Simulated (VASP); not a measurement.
# Germanene and its bilayer, part 5 of 5

Aim: relax germanene, place its levels against the vacuum, then find how two sheets stack and bind.

VASP 6.6.1, plane waves and PAW; the level of theory is named at each step.

So far. Step 12 (A rigid stacking): Energy at zero smearing: -11.03662 eV. Step 13 (Relaxing the bilayer): The run ended after 10 ionic steps, 0.148 eV below its first step, once the forces on the free atoms met EDIFFG = -0.015.

### Step 14. Levels and bands of the bilayer

Level of this step: optB86b-vdW; plane waves and PAW (Ge) (VASP).

The same static run as for one sheet shows what the neighbour does to the levels.

INCAR reads:

```
SYSTEM = Ge
PREC = Normal
ENCUT = 350
EDIFF = 1E-06
NELM = 120
ISMEAR = 0
SIGMA = 0.03
LREAL = .FALSE.
ALGO = Fast
GGA = MK
AGGAC = 0
LUSE_VDW = .TRUE.
PARAM1 = 0.1234
PARAM2 = 1
LASPH = .TRUE.
NBANDS = 14
LORBIT = 11
LWAVE = .FALSE.
LCHARG = .FALSE.
KPAR = 4
IDIPOL = 3
LDIPOL = .TRUE.
DIPOL = 0.5 0.5 0.5
LVHAR = .TRUE.
LVACPOTAV = .TRUE.
NEDOS = 1500
```

POSCAR reads:

```
Ge
1.0
    4.0461999356      0.0000000000      0.0000000000
   -2.0230999678      3.5041119331      0.0000000000
    0.0000000000      0.0000000000     21.5206293112
Ge
4
Direct
    0.3333333300      0.6666666700      0.4012339502
    0.6666666700      0.3333333300      0.4382898465
    0.6666666700      0.3333333300      0.5617101535
    0.0000000000      0.0000000000      0.5987660498
```

KPOINTS reads:

```
Automatic mesh
0
Gamma
9 9 1
0 0 0
```

KPOINTS_OPT reads:

```
Line mode
14
Line-mode
Reciprocal
  0.00000000   0.00000000   0.00000000 GAMMA
  0.50000000   0.00000000   0.00000000 M

  0.50000000   0.00000000   0.00000000 M
  0.33333333   0.33333333   0.00000000 K

  0.33333333   0.33333333   0.00000000 K
  0.00000000   0.00000000   0.00000000 GAMMA
```

PAW data sets: Ge (PBE family, release 64).

Started as:

```bash
$ mpirun -np 4 vasp_std
```

The program printed:

```text
[... set-up lines as in an earlier step ...]
 entering main loop
       N       E                     dE             d eps       ncg     rms          rms(c)
DAV:   1     0.783595889381E+02    0.78360E+02   -0.38035E+03   336   0.576E+02
DAV:   2    -0.376615454189E+01   -0.82126E+02   -0.77888E+02   540   0.114E+02
DAV:   3    -0.114367395579E+02   -0.76706E+01   -0.75453E+01   444   0.415E+01
DAV:   4    -0.116055457895E+02   -0.16881E+00   -0.16854E+00   460   0.744E+00
DAV:   5    -0.116097036367E+02   -0.41578E-02   -0.41572E-02   482   0.107E+00    0.366E+00
RMM:   6    -0.114467338606E+02    0.16297E+00   -0.95371E-02   346   0.137E+00    0.220E+00
RMM:   7    -0.113692839678E+02    0.77450E-01   -0.22878E-01   406   0.220E+00    0.289E-01
RMM:   8    -0.113667605630E+02    0.25234E-02   -0.17808E-02   402   0.750E-01    0.109E-01
RMM:   9    -0.113655885641E+02    0.11720E-02   -0.48732E-03   439   0.359E-01    0.651E-02
RMM:  10    -0.113639237284E+02    0.16648E-02   -0.28898E-03   434   0.204E-01    0.375E-02
RMM:  11    -0.113635946822E+02    0.32905E-03   -0.72319E-04   441   0.110E-01    0.219E-02
RMM:  12    -0.113628944296E+02    0.70025E-03   -0.93757E-04   456   0.106E-01    0.131E-02
RMM:  13    -0.113627771421E+02    0.11729E-03   -0.11531E-04   433   0.556E-02    0.733E-03
RMM:  14    -0.113627371923E+02    0.39950E-04   -0.76133E-05   413   0.462E-02    0.282E-03
RMM:  15    -0.113627639702E+02   -0.26778E-04   -0.18204E-05   365   0.160E-02    0.143E-03
RMM:  16    -0.113628098449E+02   -0.45875E-04   -0.27419E-05   389   0.124E-02    0.555E-04
RMM:  17    -0.113628164878E+02   -0.66429E-05   -0.23040E-06   338   0.483E-03    0.360E-04
RMM:  18    -0.113628167867E+02   -0.29887E-06   -0.24827E-06   347   0.418E-03
 [... a notice as in an earlier step ...]

   1 F= -.11362817E+02 E0= -.11362814E+02  d E =-.574373E-05
 Start KPOINTS_OPT (optional k-point list driver)
k-point batch [1-12\42]
       N       E                     dE             ncg
DAV:   1    -0.380768487024E+03   -0.19749E+04      336
DAV:   2    -0.121315880733E+04   -0.83239E+03      536
DAV:   3    -0.130198598178E+04   -0.88827E+02      420
DAV:   4    -0.130441320549E+04   -0.24272E+01      458
DAV:   5    -0.130445666813E+04   -0.43463E-01      434
DAV:   6    -0.130445869380E+04   -0.20257E-02      474
DAV:   7    -0.130445874056E+04   -0.46769E-04      470
DAV:   8    -0.130445874297E+04   -0.24012E-05      388
DAV:   9    -0.130445874312E+04   -0.15763E-06      342
[...]
k-point batch [37-42\42]
       N       E                     dE             ncg
DAV:   1     0.165487876321E+04   -0.46159E+03      168
DAV:   2     0.126872089722E+04   -0.38616E+03      258
DAV:   3     0.122085421829E+04   -0.47867E+02      222
DAV:   4     0.121939283827E+04   -0.14614E+01      246
DAV:   5     0.121936535571E+04   -0.27483E-01      218
DAV:   6     0.121936437263E+04   -0.98309E-03      260
DAV:   7     0.121936435550E+04   -0.17123E-04      218
DAV:   8     0.121936435462E+04   -0.87814E-06      182
```

Wall time 59 s (4 MPI ranks of Intel Xeon 6975P-C (Granite Rapids), shared host); peak memory 1.7 GiB; 3.7 min of CPU time.

OUTCAR, selected parts (step 14):

```text
   NELECT =      16.0000    total number of electrons

 dipolmoment           0.000000      0.000000     -0.000001 electrons x Angstroem

 E-fermi :  -2.3687

 k-point     1 :       0.0000    0.0000    0.0000
  band No.  band energies     occupation
    ...
      2     -13.0259      2.00000
      3      -7.5423      2.00000
      4      -4.6477      2.00000
      5      -2.8364      2.00000
      6      -2.8364      2.00000
      7      -2.3016      0.00155
      8      -2.3016      0.00155
      9      -1.7378      0.00000
     10      -1.3052      0.00000
     11      -0.7533      0.00000
    ...

Total vdW correction in eV:      3.0907614

  Total        0.1385921      0.1385921     -0.0586661      0.0000000      0.0000000      0.0000000
  in kB        0.7277273      0.7277273     -0.3080472      0.0000000      0.0000000      0.0000000
  external PRESSURE =       0.3824691 kB  Pullay stress =       0.0000000 kB

 POSITION                                       TOTAL-FORCE (eV/Angst)
 -----------------------------------------------------------------------------------
     -0.00000      2.33607      8.63481         0.000000     -0.000000      0.002674
      2.02310      1.16804      9.43227         0.000000      0.000000      0.012148
      2.02310      1.16804     12.08836        -0.000000     -0.000000     -0.012148
      0.00000      0.00000     12.88582        -0.000000      0.000000     -0.002674
 -----------------------------------------------------------------------------------
    total drift:                               -0.000002      0.000001     -0.000047

  FREE ENERGIE OF THE ION-ELECTRON SYSTEM (eV)
  ---------------------------------------------------
  free  energy   TOTEN  =       -11.3628167867 eV

  energy  without entropy=      -11.3628110429  energy(sigma->0) =      -11.36281391

Total vdW correction in eV:      3.0907647

 vacuum level on the upper side and lower side of the slab         2.384         2.384

[... 9 parts as in an earlier step ...]

[... 8 further parts left out ...]
```

Numbers from this step:

```
electronic cycles                          : 18
Fermi energy                               : -2.369 eV
dipole moment                              : 0, 0, -1.00e-6 e·Å
vacuum levels                              : 2.384, 2.384 eV
work functions of the upper and lower face : 4.753, 4.753 eV
```

The electronic bands at the labelled points (eV, zero at the Fermi level; # counts the bands kept):

| point | #5 | #6 | #7 | #8 | #9 | #10 | #11 | #12 |
| --- | --- | --- | --- | --- | --- | --- | --- | --- |
| Γ | -0.47 | -0.47 | 0.07 | 0.07 | 0.63 | 1.06 | 1.62 | 3.71 |
| 0.54 of the way | -2.89 | -1.50 | -0.89 | -0.87 | 0.80 | 2.01 | 2.30 | 4.00 |
| M | -2.41 | -2.02 | -1.39 | -1.16 | 0.68 | 1.58 | 1.80 | 2.74 |
| 0.46 of the way | -2.93 | -2.62 | -2.13 | -0.57 | 0.50 | 2.35 | 3.07 | 3.70 |
| K | -3.48 | -3.48 | -1.91 | -0.07 | -0.07 | 2.63 | 4.26 | 4.26 |
| 0.54 of the way | -2.82 | -1.82 | -1.50 | -0.74 | 1.03 | 3.27 | 3.31 | 3.64 |
| Γ | -0.47 | -0.47 | 0.07 | 0.07 | 0.63 | 1.06 | 1.62 | 3.71 |

Zero at the Fermi level. The planar average of the electrostatic potential by height:

height (Å), planar average of the electrostatic potential (eV) and a bar from the least value:
```
      0.0       4.75 ##############################
      0.5       4.75 ##############################
      1.0       4.75 ##############################
      1.5       4.75 ##############################
      2.0       4.75 ##############################
      2.5       4.75 ##############################
      3.0       4.75 ##############################
      3.5       4.75 ##############################
      4.0       4.75 ##############################
      4.5       4.75 ##############################
      5.0       4.75 ##############################
      5.5       4.74 ##############################
      6.0       4.71 ##############################
      6.5       4.61 ##############################
      7.0       4.27 #############################
      7.5       3.10 ##########################
      8.0      -1.30 #################
      8.5      -4.89 #########
      9.0      -9.19 
      9.5      -5.47 ########
     10.0      -2.16 ###############
     10.5       2.50 #########################
     11.0       2.58 #########################
     11.5      -1.92 ################
     12.0      -5.29 ########
     12.5      -9.19 
     13.0      -5.03 #########
     13.5      -1.53 ################
     14.0       3.02 ##########################
     14.5       4.24 #############################
     15.0       4.60 ##############################
     15.5       4.71 ##############################
     16.0       4.74 ##############################
     16.5       4.75 ##############################
     17.0       4.75 ##############################
     17.5       4.75 ##############################
     18.0       4.75 ##############################
     18.5       4.75 ##############################
     19.0       4.75 ##############################
     19.5       4.75 ##############################
     20.0       4.75 ##############################
     20.5       4.75 ##############################
     21.0       4.75 ##############################
```

Density of states in the PAW spheres, an atom over height of the layer and energy from the Fermi level.

Ten even steps from '_' (0.002 states/eV) to '@' (0.555 states/eV), each cell a mean:
```
##----##
::....::
++::::++
@@****@@
++====++
--------
++%%%%++
==****==
##@@@@##
--------
::::::::
........
________
________
::::::::
--------
::::::::
========
::::::::
++****++
++----++
..____..
```
Columns: height of the layer (Å) from 8.6 to 12.9 (not evenly spaced); rows upwards: energy from the Fermi level (eV) from -7.9 to 0.5.

The map of layer states is cut here 0.5 eV above the Fermi level, so it leaves out the states above that.

The vacuum level lies 4.75 eV above the Fermi level at the upper face; both faces agree, as the slab has next to no dipole.

The program found no field-free point at its default tolerance, but its printed level agrees with the flat part of the planar average.

On this mesh the fine structure of the density of states is sampling noise, and high empty states may be cut by the number of bands.

### Step 15. Derived quantities

This step: monolayer and bilayer, optB86b-vdW; plane waves and PAW (VASP 6.6.1).

Derived from the runs above.

This step gave:

```
polarisability per area of the slab or monolayer : 0.2787 Å
gap with spin orbit                              : 0.02510 eV
binding energy                                   : -52.57 meV/Å²
interlayer gap                                   : 2.656 Å
bilayer gap                                      : 0 eV
bilayer level below vacuum                       : 4.753 eV
lattice a                                        : 4.046 Å
lattice b                                        : 4.046 Å
thickness                                        : 0.7103 Å
monolayer gap                                    : 0 eV
```

VASP counts both for electrons: a positive EFIELD is a field along -c, and a positive dipole, in electrons times A, points along -c. Field, by row:

| EFIELD (eV/Å) | dipole along z of the monolayer (e Å) | energy change of the monolayer (eV) |
| --- | --- | --- |
| -0.1 | -0.02744 | -0.001378 |
| 0 | 0 | 0 |
| 0.1 | 0.02744 | -0.001378 |

Rigid sheets, 3.1 Å apart. Stackings, by row:

| stacking | energy above the lowest (meV/Å²) |
| --- | --- |
| same orientation, shift 0.33 0.67 | 0 |
| turned by 180 degrees, shift 0.33 0.67 | 12.54 |
| turned by 180 degrees, shift 0.00 0.00 | 16.04 |
| same orientation, shift 0.67 0.33 | 19.33 |
| same orientation, shift 0.00 0.00 | 22.06 |

The polarisability is the slope of the dipole against the field, as a volume for each unit of area.

### Step 16. Results

```json
{
 "lattice a": "4.05 Å",
 "monolayer gap": "0 eV",
 "gap with spin orbit": "0.0251 eV",
 "binding energy": "-52.6 meV/Å²",
 "interlayer gap": "2.66 Å",
 "bilayer gap": "0 eV",
 "polarisability per area of the slab or monolayer": "0.279 Å"
}
```

What this shows: The monolayer relaxes to a = 4.046 Å and has no gap (0.03 eV with spin-orbit coupling). The work function is 4.58 eV at both faces. Of 5 rigid stackings the lowest has the upper sheet in the same orientation and shifted by (0.33, 0.67) in cell vectors, and the highest lies 22.1 meV/Å² above it. Relaxed, the sheets lie 2.66 Å apart and bind by 52.6 meV/Å². So short a gap and so strong a binding mean chemical bonds between the sheets, not a van der Waals contact. All runs are without spin polarisation. The bilayer keeps the monolayer's lattice, and only high-symmetry stackings were tried. Levels against the vacuum, binding and the bilayer's gap are without spin-orbit coupling. The smallest cell can't hold a superstructure such as a charge-density wave.

[Lines on the potential files, build, host, timing and source positions are cut from VASP's logs without a mark.]

[Logs are printed without paths, hosts, clocks, repeated set-up lines and the standing remarks that a program may print on its own settings, such as how far it seeks lower states.]

[Hosts, paths, dates, database ids (printed as entryN), source tags and the programs' standing remarks are cut or masked in the printed files.]

[Runs that stopped without an error message from VASP are left out.]
